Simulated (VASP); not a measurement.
A run of VASP 6.6.1:

INCAR

```
  PREC = Normal
  ENCUT = 520
  EDIFF = 1E-4
  ISMEAR = 0
  SIGMA = 0.15
  LREAL = F
  LASPH = T
  NELM = 60
  ALGO = Fast
  ISIF = 3
  LWAVE = F
  LCHARG = F
  GGA = PE
  IBRION = 2
  NSW = 24
  EDIFFG = -0.08
```

The input KPOINTS:

```
regular mesh
0
Gamma
  5 5 2
```

The input POSCAR:

```
TiRuN2
1.0
    3.0000000000      0.0000000000      0.0000000000
   -1.5000000000      2.5980762100      0.0000000000
    0.0000000000      0.0000000000     11.7000000000
Ti Ru N
2 2 4
Direct
    0.0000000000      0.0000000000      0.0000000000
    0.0000000000      0.0000000000      0.5000000000
    0.3333333300      0.6666666700      0.7500000000
    0.6666666700      0.3333333300      0.2500000000
    0.3333333300      0.6666666700      0.1180000000
    0.6666666700      0.3333333300      0.8820000000
    0.6666666700      0.3333333300      0.6180000000
    0.3333333300      0.6666666700      0.3820000000
```

Potentials or basis: VASP PAW PBE potentials, release 64 (Ti_sv, Ru_pv, N).

Launch:

```sh
$ cat potpaw_PBE.64/Ti_sv/POTCAR potpaw_PBE.64/Ru_pv/POTCAR potpaw_PBE.64/N/POTCAR > POTCAR
$ mpirun -np 1 vasp_std > vasp.out
```

Hardware: 1 thread of Intel(R) Xeon(R) 6975P-C (Granite Rapids), with other jobs on the host.

Task: Estimate the wall time of this run.

Result: Run time: 98 s on 1 thread of Intel(R) Xeon(R) 6975P-C (Granite Rapids) (shared host), peak memory 0.18 GiB. Counts: scf iterations 84, k points 10, ion steps 5.
